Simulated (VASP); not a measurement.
# TaTe (Pm-3m) in VASP: further runs, part 2 of 2

VASP 6.6.1. Earlier steps stand in the parts before.

## (4) Core levels, PBEsol

INCAR reads:

```
PREC = Accurate
ENCUT = 520
EDIFF = 1E-6
ISMEAR = 0
SIGMA = 0.02
LREAL = F
LASPH = T
NELM = 80
ALGO = Normal
ISIF = 2
LWAVE = F
LCHARG = F
GGA = PS
ICORELEVEL = 1
```

KPOINTS reads:

```
regular mesh
0
Gamma
  8 8 8
```

POSCAR reads:

```
TaTe
1.0
    3.4200900000      0.0000000000      0.0000000000
    0.0000000000      3.4200900000      0.0000000000
    0.0000000000      0.0000000000      3.4200900000
Ta Te
1 1
Direct
    0.5000000000      0.5000000000      0.5000000000
    0.0000000000      0.0000000000      0.0000000000
```

Potentials or basis: VASP PAW PBE potentials, release 64 (Ta_pv, Te).

On the command line:

```bash
cat potpaw_PBE.64/Ta_pv/POTCAR potpaw_PBE.64/Te/POTCAR > POTCAR
mpirun -np 1 vasp_std > vasp.out
```

OUTCAR:

```text
PREC = Accurate
   ENCUT = 520
   EDIFF = 1E-6
   ISMEAR = 0
   LREAL = F
   LASPH = T
   NELM = 80
   ISIF = 2
   GGA = PS

 ion  position               nearest neighbor table
   1  0.500  0.500  0.500-   2 2.96   2 2.96   2 2.96   2 2.96   2 2.96   2 2.96   2 2.96   2 2.96

   2  0.000  0.000  0.000-   1 2.96   1 2.96   1 2.96   1 2.96   1 2.96   1 2.96   1 2.96   1 2.96

  LATTYP: Found a simple cubic cell.
 ALAT       =     3.4200900000

[... 482 lines left out ...]

------------------------ aborting loop because EDIFF is reached ----------------------------------------

  FORCE on cell =-STRESS in cart. coord.  units (eV):
  Direction    XX          YY          ZZ          XY          YZ          ZX
  --------------------------------------------------------------------------------------
  -------------------------------------------------------------------------------------
  Total       -1.3195999     -1.3195999     -1.3195999     -0.0000000      0.0000000      0.0000000
  in kB      -52.8494230    -52.8494230    -52.8494230     -0.0000000      0.0000000      0.0000000
  external PRESSURE =     -52.8494230 kB  Pullay stress =       0.0000000 kB

 VOLUME and BASIS-vectors are now :
 -----------------------------------------------------------------------------
  energy-cutoff  :      520.00
  volume of cell :       40.00
      direct lattice vectors                 reciprocal lattice vectors
     3.420090000  0.000000000  0.000000000     0.292389966  0.000000000  0.000000000
     0.000000000  3.420090000  0.000000000     0.000000000  0.292389966  0.000000000
     0.000000000  0.000000000  3.420090000     0.000000000  0.000000000  0.292389966

 POSITION                                       TOTAL-FORCE (eV/Angst)
 -----------------------------------------------------------------------------------
      1.71005      1.71005      1.71005         0.000000      0.000000      0.000000
      0.00000      0.00000      0.00000         0.000000      0.000000      0.000000
 -----------------------------------------------------------------------------------
    total drift:                                0.000000      0.000000      0.000000

  FREE ENERGIE OF THE ION-ELECTRON SYSTEM (eV)
  ---------------------------------------------------
  free  energy   TOTEN  =       -15.8282264620 eV

  energy  without entropy=      -15.8269896960  energy(sigma->0) =      -15.82760808
```

stdout:

```text
POSCAR found type information on POSCAR TaTe
 POSCAR found :  2 types and       2 ions
 scaLAPACK will be used
 -----------------------------------------------------------------------------
|                                                                             |
|                                                                             |
|     You enforced a specific xc type in the INCAR file but a different       |
|     I HOPE YOU KNOW WHAT YOU ARE DOING!                                     |
|                                                                             |
 -----------------------------------------------------------------------------

 LDA part: xc-table for (Slater+PW92), standard interpolation
 POSCAR, INCAR and KPOINTS ok, starting setup
 FFT: planning ... GRIDC
 FFT: planning ... GRID_SOFT
 FFT: planning ... GRID
 WAVECAR not read
 entering main loop
```

Run time: 10 s. Hardware: 1 thread of Intel Xeon Platinum 8559C (Emerald Rapids), shared host; peak memory 0.16 GiB.

What came out:

| Item | Value |
| --- | --- |
| Free energy | -15.8282 eV |
| Pressure | -5.3 GPa |
| Band gap on the k mesh | none (metal or under the smearing width) |

Core levels (eV, on the scale of the bands):
```csv
atom,levels
1 Ta,"1s -67329.2, 2s -11554.9, 2p -10122.1, 3s -2636.4, 3p -2210.4, 3d -1714.2, 4s -526.4, 4p -386.7, 4d -208.1, 4f -10.7, 5s -58.8"
2 Te,"1s -31607.2, 2s -4834.8, 2p -4338.2, 3s -951.0, 3p -789.7, 3d -545.9, 4s -150.6, 4p -100.7, 4d -28.0"
```

Caveat: the PAW data sets were made with another functional, which shifts forces and pressure a little.

## (5) Phonons, PBEsol

POSCAR is that of step 4.

INCAR.step1 reads:

```
ALGO = Normal
EDIFF = 1E-8
EDIFFG = -0.002
ENCUT = 600
GGA = PS
IBRION = 2
ISIF = 3
ISMEAR = 0
LASPH = T
LCHARG = F
LREAL = F
LWAVE = F
NELM = 100
NSW = 40
PREC = Accurate
SIGMA = 0.02
```

INCAR.step2 reads:

```
ALGO = Normal
EDIFF = 1E-8
ENCUT = 600
GGA = PS
IBRION = 6
ISIF = 2
ISMEAR = 0
LASPH = T
LCHARG = F
LREAL = F
LWAVE = F
NELM = 100
NFREE = 2
NSW = 1
POTIM = 0.015
PREC = Accurate
SIGMA = 0.02
```

KPOINTS reads:

```
k-points
0
Gamma
  6 6 6
```

Potentials or basis: VASP PAW PBE potentials, release 64 (Ta_pv, Te).

On the command line:

```bash
cat potpaw_PBE.64/Ta_pv/POTCAR potpaw_PBE.64/Te/POTCAR > POTCAR
cp INCAR.step1 INCAR
mpirun -np 1 vasp_std > vasp.out
cp CONTCAR POSCAR
cp INCAR.step2 INCAR
mpirun -np 1 vasp_std > vasp.out
```

OUTCAR:

```text
EDIFF = 1E-8
   ENCUT = 600
   GGA = PS
   IBRION = 6
   ISIF = 2
   ISMEAR = 0
   LASPH = T
   LREAL = F
   NELM = 100
   NFREE = 2
   NSW = 1
   POTIM = 0.015
   PREC = Accurate

 ion  position               nearest neighbor table
   1  0.500  0.500  0.500-   2 2.93   2 2.93   2 2.93   2 2.93   2 2.93   2 2.93   2 2.93   2 2.93

   2  0.000  0.000  0.000-   1 2.93   1 2.93   1 2.93   1 2.93   1 2.93   1 2.93   1 2.93   1 2.93

  LATTYP: Found a simple cubic cell.
 ALAT       =     3.3800679473

  Lattice vectors:

 A1 = (   3.3800679473,   0.0000000000,   0.0000000000)
 A2 = (   0.0000000000,   3.3800679473,   0.0000000000)
 A3 = (   0.0000000000,   0.0000000000,   3.3800679473)

Analysis of symmetry for initial positions (statically):
=====================================================================
 Subroutine PRICEL returns:
 Original cell was already a primitive cell.

 Routine SETGRP: Setting up the symmetry group for a
 simple cubic supercell.

 Subroutine GETGRP returns: Found 48 space group operations
 (whereof 48 operations were pure point group operations)
 out of a pool of 48 trial point group operations.

The static configuration has the point symmetry O_h .

Analysis of symmetry for dynamics (positions and initial velocities):
=====================================================================
 Subroutine PRICEL returns:
 Original cell was already a primitive cell.

 Routine SETGRP: Setting up the symmetry group for a
 simple cubic supercell.

 Subroutine GETGRP returns: Found 48 space group operations
 (whereof 48 operations were pure point group operations)
 out of a pool of 48 trial point group operations.

The dynamic configuration has the point symmetry O_h .

 Subroutine INISYM returns: Found 48 space group operations
 (whereof 48 operations are pure point group operations),
 and found     1 'primitive' translations

----------------------------------------------------------------------------------------

                                     Primitive cell

  volume of cell :      38.6168

  direct lattice vectors                    reciprocal lattice vectors
     3.380067947  0.000000000  0.000000000     0.295852041  0.000000000  0.000000000
     0.000000000  3.380067947  0.000000000     0.000000000  0.295852041  0.000000000
     0.000000000  0.000000000  3.380067947     0.000000000  0.000000000  0.295852041

  length of vectors
     3.380067947  3.380067947  3.380067947     0.295852041  0.295852041  0.295852041

  position of ions in fractional coordinates (direct lattice)
     0.500000000  0.500000000  0.500000000
     0.000000000  0.000000000  0.000000000

  ion indices of the primitive-cell ions
   primitive index   ion index
                 1           1
                 2           2

[... 100 lines left out ...]
  energy-cutoff  :      600.00
  volume of cell :       38.62
 maximum number of plane-waves:      1328
 NGX is ok and might be reduce to    28

--------------------------------------- Ionic step        1  -------------------------------------------

 number of electron      17.0000001 magnetization

 Free energy of the ion-electron system (eV)
  ---------------------------------------------------
  ext. energy  EPLUGINS =         0.00000000
  ---------------------------------------------------
  free energy    TOTEN  =       -15.85614904 eV

  energy without entropy =      -15.85444371  energy(sigma->0) =      -15.85529637

------------------------ aborting loop because EDIFF is reached ----------------------------------------

  FORCE on cell =-STRESS in cart. coord.  units (eV):
  Direction    XX          YY          ZZ          XY          YZ          ZX
  --------------------------------------------------------------------------------------
  -------------------------------------------------------------------------------------
  Total        0.0023277      0.0023277      0.0023277     -0.0000000     -0.0000000     -0.0000000
  in kB        0.0965760      0.0965760      0.0965760     -0.0000000     -0.0000000     -0.0000000
  external PRESSURE =       0.0965760 kB  Pullay stress =       0.0000000 kB
[... 131 lines left out ...]
--------------------------------------- Ionic step        5  -------------------------------------------

 number of electron      17.0000000 magnetization

 Free energy of the ion-electron system (eV)
  ---------------------------------------------------
  ext. energy  EPLUGINS =         0.00000000
  ---------------------------------------------------
  free energy    TOTEN  =       -15.85564096 eV

  energy without entropy =      -15.85393409  energy(sigma->0) =      -15.85478752

 E-fermi :   9.9746     XC(G=0): -12.1718

 val. band max:        9.9701643836   @ k =   0.1667   0.5000   0.1667
 cond. band min:       9.9814380666   @ k =   0.3333   0.1667   0.1667
 fundamental gap:      0.0112736829
 Fermi energy:         9.9746174738

 k-point     1 :       0.0000    0.0000    0.0000
  band No.  band energies     occupation
      1     -24.8301      2.00000
      2     -24.8301      2.00000
      3     -24.8301      2.00000
      4      -5.1544      2.00000
      5       7.0443      2.00000
      6       7.0469      2.00000
      7       8.5725      2.00000
      8       8.5725      2.00000
      9       8.5768      2.00000
     10      11.4525      0.00000
     11      11.4535      0.00000
     12      11.4535      0.00000
[... 331 lines left out ...]
 k-point    24 :       0.0000    0.1667    0.1667
  band No.  band energies     occupation
      1     -24.8728      2.00000
      2     -24.8683      2.00000
      3     -24.8210      2.00000
      4      -4.4389      2.00000
      5       5.2156      2.00000
      6       5.6562      2.00000
      7       7.8799      2.00000
      8       8.0714      2.00000
      9      10.2742      0.00000
     10      10.9225      0.00000
     11      11.4513      0.00000
     12      13.1998      0.00000

 [... further k-points ...]
[... 5 lines left out ...]
  --------------------------------------------------------------------------------------
  -------------------------------------------------------------------------------------
  Total        0.0037308      0.0065794      0.0065794      0.0000000      0.0000000      0.0000000
  in kB        0.1547873      0.2729755      0.2729755      0.0000000      0.0000000      0.0000000
  external PRESSURE =       0.2335794 kB  Pullay stress =       0.0000000 kB
[... 17 lines left out ...]
  FREE ENERGIE OF THE ION-ELECTRON SYSTEM (eV)
  ---------------------------------------------------
  free  energy   TOTEN  =       -15.8556409555 eV

  energy  without entropy=      -15.8539340917  energy(sigma->0) =      -15.85478752

 INTERNAL STRAIN TENSORS FROM DISPLACED ATOMS
 ============================================

 INTERNAL STRAIN TENSOR FOR ION    1 for displacements in x,y,z  (eV/Angst):
          X           Y           Z          XY          YZ          ZX
  --------------------------------------------------------------------------------
  x     0.00000     0.00000     0.00000     0.00000     0.00000     0.00000
  y     0.00000     0.00000     0.00000     0.00000     0.00000     0.00000
  z     0.00000     0.00000     0.00000     0.00000     0.00000     0.00000

 INTERNAL STRAIN TENSOR FOR ION    2 for displacements in x,y,z  (eV/Angst):
          X           Y           Z          XY          YZ          ZX
  --------------------------------------------------------------------------------
  x     0.00000     0.00000     0.00000     0.00000     0.00000     0.00000
  y     0.00000     0.00000     0.00000     0.00000     0.00000     0.00000
  z     0.00000     0.00000     0.00000     0.00000     0.00000     0.00000

 Eigenvectors and eigenvalues of the dynamical matrix
 ----------------------------------------------------

   1 f  =    3.843310 THz    24.148231 2PiTHz  128.199031 cm-1    15.894647 meV
             X         Y         Z           dx          dy          dz
      1.690034  1.690034  1.690034     0.642012    0.037342   -0.002074
      0.000000  0.000000  0.000000    -0.764486   -0.044466    0.002469
[... 21 lines left out ...]
   6 f/i=    0.000110 THz     0.000691 2PiTHz    0.003666 cm-1     0.000455 meV
             X         Y         Z           dx          dy          dz
      1.690034  1.690034  1.690034    -0.076350    0.387276    0.656208
      0.000000  0.000000  0.000000    -0.064119    0.325233    0.551081

 ELASTIC MODULI CONTR FROM IONIC RELAXATION (kBar)
 Direction    XX          YY          ZZ          XY          YZ          ZX
 --------------------------------------------------------------------------------
 XX           0.0000      0.0000      0.0000      0.0000      0.0000      0.0000
 YY           0.0000      0.0000      0.0000      0.0000      0.0000      0.0000
 ZZ           0.0000      0.0000      0.0000      0.0000      0.0000      0.0000
 XY           0.0000      0.0000      0.0000      0.0000      0.0000      0.0000
 YZ           0.0000      0.0000      0.0000      0.0000      0.0000      0.0000
 ZX           0.0000      0.0000      0.0000      0.0000      0.0000      0.0000
 --------------------------------------------------------------------------------
```

OUTCAR.step1:

```text
EDIFF = 1E-8
   EDIFFG = -0.002
   ENCUT = 600
   GGA = PS
   IBRION = 2
   ISIF = 3
   ISMEAR = 0
   LASPH = T
   LREAL = F
   NELM = 100
   NSW = 40
   PREC = Accurate

[... 621 lines left out ...]
      1     -24.8300      2.00000
      2     -24.8300      2.00000
      3     -24.8300      2.00000
      4      -5.1544      2.00000
      5       7.0472      2.00000
      6       7.0472      2.00000
      7       8.5730      2.00000
      8       8.5730      2.00000
      9       8.5730      2.00000
     10      11.4530      0.00000
     11      11.4530      0.00000
     12      11.4530      0.00000
[... 312 lines left out ...]
  FREE ENERGIE OF THE ION-ELECTRON SYSTEM (eV)
  ---------------------------------------------------
  free  energy   TOTEN  =       -15.8563099124 eV

  energy  without entropy=      -15.8546045695  energy(sigma->0) =      -15.85545724

 reached required accuracy - stopping structural energy minimisation
```

Run time: 72 s. Hardware: 1 thread of Intel Xeon Platinum 8559C (Emerald Rapids), shared host; peak memory 0.18 GiB.

What came out:

- Relaxed volume: 19.31 Å³/atom
- Relaxed cell: a = 3.380 Å, b = 3.380 Å, c = 3.380 Å, α = 90.00°, β = 90.00°, γ = 90.00°
- Space group after relaxing (to 0.05 Å): Pm-3m (No. 221)
- Highest phonon frequency at Γ, LO-TO splitting left out: 128 cm⁻¹

The path:
| step | energy change (eV) | largest force (eV/Å) | pressure (GPa) | volume (Å³) |
| --- | --- | --- | --- | --- |
| 1 | 0.0000 | 0.0000 | -5.31 | 40.00 |
| 2 | 0.0570 | 0.0000 | 11.77 | 36.29 |
| 3 | -0.0238 | 0.0000 | -0.10 | 38.64 |
| 4 | -0.0238 | 0.0000 | 0.01 | 38.62 |

Final structure:
```cif
data_structure
_symmetry_space_group_name_H-M 'P 1'
_symmetry_Int_Tables_number 1
_cell_length_a 3.3801
_cell_length_b 3.3801
_cell_length_c 3.3801
_cell_angle_alpha 90.000
_cell_angle_beta 90.000
_cell_angle_gamma 90.000
_cell_volume 38.62
loop_
_atom_site_label
_atom_site_type_symbol
_atom_site_fract_x
_atom_site_fract_y
_atom_site_fract_z
_atom_site_occupancy
Ta1 Ta 0.50000 0.50000 0.50000 1
Te1 Te 0.00000 0.00000 0.00000 1
```

Phonon frequencies in cm⁻¹ (negative: imaginary):
```csv
q point,frequencies
"(0.000, 0.000, 0.000)",0 0 0 128 128 128
```

Caveat: the PAW data sets were made with another functional, which shifts forces and pressure a little.

## (6) Elastic constants, PBEsol

POSCAR is that of step 5.

INCAR.step1 reads:

```
PREC     = Accurate       # precision mode
ENCUT    = 600            # plane-wave cutoff, eV
EDIFF    = 1E-8           # SCF threshold, eV
ISMEAR   = 0              # smearing method
SIGMA    = 0.02           # smearing width, eV
LREAL    = F              # projectors in reciprocal space
LASPH    = T              # aspherical terms in the spheres
NELM     = 60             # most SCF steps
ALGO     = Fast           # electronic algorithm
ISIF     = 3              # what is computed and relaxed
LWAVE    = F              # write WAVECAR
LCHARG   = F              # write CHGCAR
GGA      = PS             # functional
IBRION   = 2              # ionic algorithm
NSW      = 40             # ionic steps
EDIFFG   = -0.002         # ionic threshold
```

INCAR.step2 reads:

```
PREC     = Accurate       # precision mode
ENCUT    = 600            # plane-wave cutoff, eV
EDIFF    = 1E-8           # SCF threshold, eV
ISMEAR   = 0              # smearing method
SIGMA    = 0.02           # smearing width, eV
LREAL    = F              # projectors in reciprocal space
LASPH    = T              # aspherical terms in the spheres
NELM     = 60             # most SCF steps
ALGO     = Fast           # electronic algorithm
ISIF     = 3              # what is computed and relaxed
LWAVE    = F              # write WAVECAR
LCHARG   = F              # write CHGCAR
GGA      = PS             # functional
IBRION   = 6              # ionic algorithm
NFREE    = 2            
POTIM    = 0.015          # step
NSW      = 1              # ionic steps
```

KPOINTS reads:

```
regular mesh
0
Gamma
  6 6 6
```

Potentials or basis: VASP PAW PBE potentials, release 64 (Ta_pv, Te).

On the command line:

```bash
cat potpaw_PBE.64/Ta_pv/POTCAR potpaw_PBE.64/Te/POTCAR > POTCAR
cp INCAR.step1 INCAR
mpirun -np 1 vasp_std > vasp.out
cp CONTCAR POSCAR
cp INCAR.step2 INCAR
mpirun -np 1 vasp_std > vasp.out
```

Run time: 4.3 min. Hardware: 1 thread of Intel Xeon Platinum 8559C (Emerald Rapids), shared host; peak memory 0.23 GiB.

The run converged. Its results:

```yaml
Relaxed_volume: 19.31 Å³/atom
Relaxed_cell: a = 3.380 Å, b = 3.380 Å, c = 3.380 Å, α = 90.00°, β = 90.00°, γ = 90.00°
Space_group_after_relaxing_to_0.05_Å: Pm-3m (No. 221)
Elastic_constants_C11_C12_C44: 281, 105, 92 GPa
Voigt_bulk_modulus: 164 GPa
Highest_phonon_frequency_at_Γ_LO-TO_splitting_left_out: 128 cm⁻¹
```

Step by step:
| step | energy change (eV) | largest force (eV/Å) | pressure (GPa) | volume (Å³) |
| --- | --- | --- | --- | --- |
| 1 | 0.0000 | 0.0000 | -5.31 | 40.00 |
| 2 | 0.0569 | 0.0000 | 11.75 | 36.29 |
| 3 | -0.0238 | 0.0000 | -0.11 | 38.64 |
| 4 | -0.0238 | 0.0000 | 0.01 | 38.62 |

Final structure:
```yaml
crystal:
  lattice:
    - [3.38009, 0.00000, 0.00000]
    - [0.00000, 3.38009, 0.00000]
    - [0.00000, 0.00000, 3.38009]
  atoms:
    - { symbol: Ta, position: [0.50000, 0.50000, 0.50000] }
    - { symbol: Te, position: [0.00000, 0.00000, 0.00000] }
```

Phonon frequencies in cm⁻¹ (negative: imaginary):
```tsv
q point	frequencies
(0.000, 0.000, 0.000)	0 0 0 128 128 128
```

Elastic tensor in Voigt notation (GPa, in the Cartesian axes of the cell as first typed):
```
281 105 105   0   0   0
105 281 105   0   0   0
105 105 281   0   0   0
  0   0   0  92   0   0
  0   0   0   0  92   0
  0   0   0   0   0  92
```

Clamped-ion elastic tensor (GPa):
```
281 105 105   0   0   0
105 281 105   0   0   0
105 105 281   0   0   0
  0   0   0  92   0   0
  0   0   0   0  92   0
  0   0   0   0   0  92
```

Caveat: the PAW data sets were made with another functional, which shifts forces and pressure a little. The run has no spin-orbit coupling, so splittings on Ta, Te are missing.

## (7) The runs side by side

```csv
task,cell,k mesh,cutoff (eV),k mesh for the DOS,occupations for the DOS,ions in elastic constants,gap on the mesh (eV),pressure (GPa)
density of states,as given,8 × 8 × 8,520,12 × 12 × 12,tetrahedron,-,-,-
electric field gradients,as given,8 × 8 × 8,520,-,-,-,none,-5.3
core levels,as given,8 × 8 × 8,520,-,-,-,none,-5.3
phonons,relaxed,6 × 6 × 6,600,-,-,-,-,-
elastic constants,relaxed,6 × 6 × 6,600,-,-,relaxed,-,-
```

Alike in all rows: level PBEsol; potentials or basis VASP PAW PBE potentials, release 64 (Ta_pv, Te); no spin polarisation; smearing gaussian 0.02 eV.

Caveats: the PAW data sets were made with another functional, which shifts forces and pressure a little.

Absolute energies hang on the potentials; compare differences alone.
